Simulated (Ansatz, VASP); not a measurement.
# AlNi: VASP beside Ansatz, part 2 of 2

Wanted: the spread between two codes on one cell, functional and k mesh. The cell is taken from a series of runs on this material, whose earlier steps may have relaxed, scaled, displaced or heated it; both programs get it as it stands.

VASP 6.6.1 and Ansatz 0.2.0.

So far: The structure; VASP: zone-centre phonons, PBEsol.

## Step 3: Ansatz: zone-centre phonons, PBEsol

Level of this step: Ansatz beside VASP: Kohn-Sham DFT, plane waves, PBEsol (Ansatz).

Ansatz runs on its PAW soft_1 files.

The same cell, functional, mesh and smearing now go to Ansatz, which takes its cutoff from its data sets.

Contents of input.yaml:

```yaml
crystal:
  lattice:
    - [2.9189738593, 0.0, 0.0]
    - [0.0, 2.9189738593, 0.0]
    - [0.0, 0.0, 2.7964525024]
  atoms:
    - { symbol: Al, position: [0.0, 0.0, 0.0] }
    - { symbol: Ni, position: [0.5, 0.5, 0.5] }
kpoints:
  mp_grid: { grid: [16, 16, 16] }
hamiltonian:
  xc: pbesol
  pseudopotentials: { kind: paw, azcp: { folder: soft_1 }, xc_functional: pbe }
scf:
  occupations: { method: methfessel_paxton, width: 0.2 }
output:
  eigenvalues: true
phonons:
  method: dfpt
```

Command:

```bash
ansatz run input.yaml --threads 4 --pin off --max-ram 10240MiB --backend cpu --events-out ev --progress --plain --runs-dir out
```

Numbers of over 12 decimals in the logs are rounded to 6 here.

Output:

```text
zone centre: on kpoints.mp_grid the ground state, and the responses unless they are solved on pairs of k-points, stand on 729 of the mesh's 4096 k-points, reduced under 8 symmetry operations, with k and −k counted as one. Each operation leaves every solved displacement unchanged or reverses it
Engine: ansatz 0.2.0, x86_64-unknown-linux-gnu
Pseudopotentials: kind: paw
Pseudopotential: Al, paw, valence charge 3, recommended cutoff 420 eV (normal), soft_1/Al.paw.azcp
Pseudopotential: Ni, paw, valence charge 18, recommended cutoff 420 eV (normal), soft_1/Ni.paw.azcp
Functional definition: PBEsol
  exchange = pbesol_x
  correlation = pbesol_c
Crystal: 2 atoms, lattice volume = 23.827 Å³
Basis set: ecut = 420 eV, 461 PW (Γ), exchange–correlation on 40×40×40 points (8 copies of the dense FFT grid, shifted against one another)
Bands: 15, of which v1, the nominal top of the filled ones, is band 11 counted from 1 (10 counted from 0)
Symmetry: 16 space group operations
k-points: 729 of 4096 (irreducible under 8 space group operations)
Non-local potential: Al, projectors of the file, l = 0: 2, l = 1: 2, l = 2: 1
Non-local potential: Ni, projectors of the file, l = 0: 3, l = 1: 2, l = 2: 3, l = 3: 1
PAW form: soft (Blöchl's): semilocal exchange-correlation on the pseudo side does not see the compensation charge
PAW frozen core: Al, regenerated for the run's functional, and the local potential with it (the file was generated under x = pbe(κ = 0.804, μ = 0.219515), c = pbe(β = 0.066725))
PAW frozen core: Ni, regenerated for the run's functional, and the local potential with it (the file was generated under x = pbe(κ = 0.804, μ = 0.219515), c = pbe(β = 0.066725))
PAW one-centre angular grid: Al, 110 points (default); XC on 64 Gauss nodes
PAW one-centre angular grid: Ni, 590 points (default); XC on 64 Gauss nodes
Initial density: superposition of atomic densities (chi_scale 0.1, normalization cell, long waves kept (reshape's long-wave potential 0.00 eV rms))
Initial wavefunctions: pseudopotential atomic-orbital guess
Functional: x = pbesol(κ = 0.804, μ = 0.123457), c = pbesol(β = 0.046)
SCF iter   1: F=—  HF=-6331.233537 eV  |F-HF|=—  |Δ(HF+E_count)|=         —  Δρ=8.03e-2  dr2=1.54e0  ethr=3.10e-3  ⟨swp⟩=4.1  Hψ=48493  notcnv=0
preconditioner: auto → none  [metal: Δε(μ)=0.023 eV  Ē_g=10.142 eV  σ=0.200 eV  W_gap=0.10  n_scr=6 (ndim 8)  ℏωp=27.4 eV  f_vac=0.000  D(μ)=0.70/eV (n_scr^D=6)  sad-step TF]
SCF iter   2: F=—  HF=-6331.076365 eV  |F-HF|=—  |Δ(HF+E_count)|=   1.57e-1  S|Δr|=    0.00e0  Δρ=5.89e-2  dr2=9.01e-1  ethr=3.10e-3  ⟨swp⟩=2.0  Hψ=19611  notcnv=0  defer=149
SCF iter   3: F=—  HF=-6330.882374 eV  |F-HF|=—  |Δ(HF+E_count)|=   1.94e-1  S|Δr|=    0.00e0  Δρ=2.35e-2  dr2=1.17e-1  ethr=3.10e-3  ⟨swp⟩=2.0  Hψ=13923  notcnv=0  defer=149
SCF iter   4: F=—  HF=-6330.862684 eV  |F-HF|=—  |Δ(HF+E_count)|=   1.97e-2  S|Δr|=    0.00e0  Δρ=5.27e-3  dr2=3.86e-3  ethr=5.58e-4  ⟨swp⟩=2.1  Hψ=19087  notcnv=0  defer=140
SCF iter   5: F=—  HF=-6330.862486 eV  |F-HF|=—  |Δ(HF+E_count)|=   1.98e-4  S|Δr|=    0.00e0  Δρ=4.62e-4  dr2=2.20e-5  ethr=1.84e-5  ⟨swp⟩=2.2  Hψ=14743  notcnv=0  defer=140
SCF iter   6: F=—  HF=-6330.862472 eV  |F-HF|=—  |Δ(HF+E_count)|=   1.42e-5  S|Δr|=    0.00e0  Δρ=8.81e-5  dr2=9.97e-7  ethr=1.05e-7  ⟨swp⟩=2.0  Hψ=18512  notcnv=0  defer=140
SCF iter   7: F=—  HF=-6330.862484 eV  |F-HF|=—  |Δ(HF+E_count)|=   1.20e-5  S|Δr|=    0.00e0  Δρ=1.37e-5  dr2=3.37e-8  ethr=4.75e-9  ⟨swp⟩=2.2  Hψ=15464  notcnv=0  defer=140
SCF iter   8: F=—  HF=-6330.862484 eV  |F-HF|=—  |Δ(HF+E_count)|=   5.25e-9  S|Δr|=    0.00e0  Δρ=1.58e-6  dr2=4.05e-10  ethr=1.60e-10  ⟨swp⟩=1.6  Hψ=13344  notcnv=0  defer=140
SCF iter   9: F=-6330.862484 eV  HF=-6330.862484 eV  |F-HF|=5.46e-12  |Δ(HF+E_count)|=  6.64e-11  S|Δr|=    0.00e0  Δρ=7.47e-8  dr2=9.14e-13  ethr=1.00e-12  ⟨swp⟩=5.0  Hψ=52004  notcnv=0
SCF 1 converged in 9 iterations: F = -6330.862484 eV  dr2 = 9.14e-13
  greatest PAW one-centre occupation: 1.001 electrons in one spin orbital (limit 2), on the Ni atom at site 1 (counted from 0), in its partial waves of l = 1
DFPT response loops at Γ: preconditioner auto → Kerker (q_TF=auto, 2.671 Å⁻¹) (partly filled bands, converged f_vac=0.000); β = 1.00, the filter's whole step (`scf.mixing.beta` (0.50) is not read by the response loops under this deck's `scf.mixing.preconditioner`; to damp them name `kerker` or `kerker_dos`, under which they read `scf.mixing.beta`, and type it under 1.00, their step now; both keys bind the ground state too); Broyden in place of MSR1
SCF converged after 9 iterations
Stability not checked: this state was not tested for a lower state beside it, because cold or Methfessel-Paxton smearing, or corrected tetrahedra, fill the levels in a way that the test cannot read (fill_not_monotonic; see scf.lower_state_search)
Free energy (F): -6330.862484 eV
Harris-Foulkes:  -6330.862484 eV  (|F-HF|=5.46e-12)
Internal energy: -6330.862200 eV  (E = F + TS)
E sigma→0 (E₀):  -6330.862413 eV
Entropy (-TS):   -0.000284 eV (-0.142 meV/atom)
Fermi energy:    13.802885 eV
--- Per-component energies (eV) ---
  E_band       = -338.706587
  E_kinetic    = 368.462887
  E_local      = -3743.826971  (includes V_loc(G=0)·N_el)
  E_nonlocal   = -105.541695
  E_hartree    = 1961.693165
  E_xc         = -151.458895
  E_vxc        = -177.194042  (∫ρ·V_xc dr)
  E_paw        = -2080.734166  (= ΣΔE_a)
  E_vpaw       = -603.993948  (= ΣTr[D̂ρ^β])
  E_aug_tail   = 0.000814  (compensation charges beyond the density's cutoff)
  E_ewald      = -2579.673767
  E_core_change = 0.216428  (= ΣΔE_core)
  E_smearing   = -0.000284  (= −TS)
  E_closure    = 0.000000  (closes the sum)
  Σ components = -6330.862484   (vs F -6330.862484, Δ=0.00e0)
--- Band table (eV; the first three rows and the last of 729) ---
  k-point 0: bands = [... 7 lower, 12.1813, 12.3098, 12.3098, 18.7785, 18.7785, 20.3405, 21.7532, 22.0095]
  k-point 1: bands = [... 7 lower, 12.1857, 12.2709, 12.2709, 18.8817, 18.8817, 19.3563, 21.7617, 22.8019]
  k-point 2: bands = [... 7 lower, 12.1641, 12.1641, 12.1982, 17.8299, 19.1818, 19.1818, 21.7869, 23.7774]
  k-point 728: bands = [... 7 lower, 12.7750, 12.8784, 15.7227, 15.7227, 15.8049, 17.5571, 17.9946, 18.4534]
--- Phonons (Γ-DFPT): 4 representative perturbations + reference, on 729 of 4096 k-points (Σ response iterations 13) ---
  k mesh reduced under 8 symmetry operations, with k and −k counted as one. Each operation leaves every solved displacement unchanged or reverses it
  ASR residual: 7.864e-5 → 0.000e0 eV/Å²; symmetrization residual: 1.840e-6 eV/Å²
  ASR residual per site (eV/Å²): 1.70e-5 7.86e-5
  Γ frequencies (cm⁻¹): 0.00 0.00 0.00 290.36 292.10 292.10
  non-analytic LO–TO correction: not included (Born effective charges unavailable; polar crystals: no LO–TO splitting at Γ)
```

The column dr2 measures how far the density is from self-consistency, as an energy; F and HF (Harris–Foulkes) agree once it is small.

## Step 4: Comparison

Known differences besides the potentials themselves: the data sets hold 21 valence electrons in Ansatz (on its PAW soft_1 files) and 13 in VASP; the cutoff is 420 eV in Ansatz and 600 eV in VASP; Ansatz makes its cores anew for this functional, VASP keeps those of its PBE data sets. Total energies have different zeros and are not compared.

Both answers:

| quantity | Ansatz | VASP | difference |
| --- | --- | --- | --- |
| optical mode 1 (cm⁻¹) | 290.4 | 291.6 | -0.44 % |
| optical mode 2 to 3 (cm⁻¹) | 292.1 | 293.5 | -0.47 % |

Modes are paired by rising frequency, not by their patterns, so a pair may set unlike modes beside each other; they are those without the splitting of longitudinal modes.

## Step 5: Results

```yaml
r_m_s_difference_of_the_optical_zone_centre_modes_each_program_s_sorted_by_frequency_zone_centre_phonons_pbesol: 1.3 cm⁻¹
```

The r.m.s. difference of the optical zone-centre modes, each program's sorted by frequency is 1.3 cm⁻¹ (zone-centre phonons, PBEsol). The data sets hold unlike numbers of valence electrons (21 in Ansatz and 13 in VASP), so part of the differences comes from the potentials. Such differences can come from data sets, numerical settings and the points named under the comparisons, not from the functional's error against experiment.

[Lines on the potential files, build, host, timing and source positions are cut from VASP's logs without a mark.]

[Logs are printed without paths, hosts, clocks, repeated set-up lines and the standing remarks that a program may print on its own settings, such as how far it seeks lower states.]

[Hosts, paths, dates, database ids (printed as entryN), source tags and the programs' standing remarks are cut or masked in the printed files.]
